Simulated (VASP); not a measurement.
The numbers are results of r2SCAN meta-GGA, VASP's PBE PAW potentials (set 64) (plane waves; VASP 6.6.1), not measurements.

Input for VASP

### INCAR
```
LOPTICS = .True.
NELM = 100
LPEAD = .True.
LASPH = .True.
CSHIFT = 0.1
ENCUT = 400
METAGGA = R2SCAN
ALGO = Normal   ! blocked Davidson
PREC = Accurate
NBANDS = 42
SYSTEM = BiSb
LREAL = .False.   ! projection in real space or not
LMAXMIX = 4   ! l cut-off of mixed one-centre charges
EDIFF = 1E-7   ! SCF stop (eV)
LMIXTAU = .True.
SIGMA = 0.01   ! width (eV)
ISMEAR = 0   ! Gaussian
LWAVE = .False.
LCHARG = .False.
NEDOS = 1001   ! DOS grid
```

File POSCAR:
```
BiSb
1
    2.2257983305     1.2850652478     3.9627450083
   -2.2257983305     1.2850652478     3.9627450083
    0.0000000000    -2.5701304955     3.9627450083
Sb Bi
1 1
Direct
  0.7681318695   0.7681318695   0.7681318695
  0.2318551305   0.2318551305   0.2318551305
```

KPOINTS:
```
kpoints
0
Gamma
  16 16 16
```

POTCAR, in this order: Sb Bi_d (PBE.64 set). Program: vasp_std.

The run wrote:

File OSZICAR:
```
       N       E                     dE             d eps       ncg     rms          rms(c)
DAV:   1     0.105284984629E+03    0.10528E+03   -0.66727E+03 35948   0.408E+02
DAV:   2    -0.664206258816E+02   -0.17171E+03   -0.15923E+03 35624   0.167E+02
DAV:   3    -0.876173929787E+02   -0.21197E+02   -0.20879E+02 41912   0.528E+01
DAV:   4    -0.882745534279E+02   -0.65716E+00   -0.65638E+00 42556   0.969E+00
DAV:   5    -0.882917482845E+02   -0.17195E-01   -0.17191E-01 48560   0.163E+00    0.197E+00
DAV:   6    -0.843644516943E+02    0.39273E+01   -0.88512E-01 45612   0.646E+00    0.149E+00
DAV:   7    -0.840562599170E+02    0.30819E+00   -0.38085E-01 36508   0.211E+00    0.113E+00
DAV:   8    -0.842018154231E+02   -0.14556E+00   -0.13795E-01 36308   0.729E-01    0.640E-01
DAV:   9    -0.841916367141E+02    0.10179E-01   -0.10994E-01 37374   0.758E-01    0.397E-01
DAV:  10    -0.842193368171E+02   -0.27700E-01   -0.55412E-02 36296   0.554E-01    0.147E-01
DAV:  11    -0.842191226008E+02    0.21422E-03   -0.13058E-03 42770   0.130E-01    0.111E-01
DAV:  12    -0.842182676616E+02    0.85494E-03   -0.25339E-03 37008   0.125E-01    0.298E-02
DAV:  13    -0.842192808560E+02   -0.10132E-02   -0.39528E-04 37002   0.635E-02    0.337E-02
DAV:  14    -0.842192452080E+02    0.35648E-04   -0.11872E-04 40036   0.401E-02    0.150E-02
DAV:  15    -0.842194278594E+02   -0.18265E-03   -0.12742E-04 36856   0.528E-02    0.115E-02
DAV:  16    -0.842194236510E+02    0.42084E-05   -0.77948E-06 42022   0.100E-02    0.319E-03
DAV:  17    -0.842194336291E+02   -0.99781E-05   -0.76376E-06 36678   0.780E-03    0.252E-03
DAV:  18    -0.842194334665E+02    0.16261E-06   -0.18343E-06 40214   0.391E-03    0.114E-03
DAV:  19    -0.842194346539E+02   -0.11875E-05   -0.57998E-07 36488   0.272E-03    0.543E-04
DAV:  20    -0.842194346136E+02    0.40327E-07   -0.36634E-08 34816   0.849E-04
   1 F= -.84219435E+02 E0= -.84219435E+02  d E =-.164277E-08
 imaginary and real dielectric function
```

**OUTCAR**
```
------------------------ aborting loop because EDIFF is reached ----------------------------------------
  FORCE on cell =-STRESS in cart. coord.  units (eV):
  Direction    XX          YY          ZZ          XY          YZ          ZX
  --------------------------------------------------------------------------------------
  Total        0.0272594      0.0272594      0.1054510      0.0000000      0.0000000      0.0000000
  in kB        0.6421964      0.6421963      2.4842936      0.0000000      0.0000000      0.0000000
  external PRESSURE =       1.2562288 kB  Pullay stress =       0.0000000 kB
  volume of cell :       68.01
      direct lattice vectors                 reciprocal lattice vectors
     2.225798330  1.285065248  3.962745008     0.224638501  0.129695101  0.084116776
    -2.225798330  1.285065248  3.962745008    -0.224638501  0.129695101  0.084116776
     0.000000000 -2.570130495  3.962745008     0.000000000 -0.259390201  0.084116776
 POSITION                                       TOTAL-FORCE (eV/Angst)
 -----------------------------------------------------------------------------------
      0.00000      0.00000      9.13173         0.000000     -0.000000     -0.019081
      0.00000      0.00000      2.75635         0.000000      0.000000      0.019081
 -----------------------------------------------------------------------------------
    total drift:                               -0.000000      0.000000     -0.001622
  FREE ENERGIE OF THE ION-ELECTRON SYSTEM (eV)
  ---------------------------------------------------
  free  energy   TOTEN  =       -84.2194346136 eV

  energy  without entropy=      -84.2194346120  energy(sigma->0) =      -84.21943461

 plasma frequency squared (from intraband transitions) (eV^2)
  --------------------------------------------------------------------------------------
       0.000       0.000       0.000
       0.000       0.000       0.000
       0.000       0.000       0.000

 plasma frequency squared (from interband transitions, int dw w eps(2)(w)) (eV^2)
  --------------------------------------------------------------------------------------
     348.460       0.000       0.000       0.000      -0.000       0.000
       0.000       0.000     348.460       0.000       0.000      -0.000
      -0.000      -0.000       0.000       0.000     360.456       0.000
```
(Selected blocks of OUTCAR.)

The dielectric response may not be converged in the k-mesh; for small gaps it tends to come out too large.

The structure comes from a computed database's BiSb entry (R3m); how it stands against other phases isn't given here. It was relaxed first.
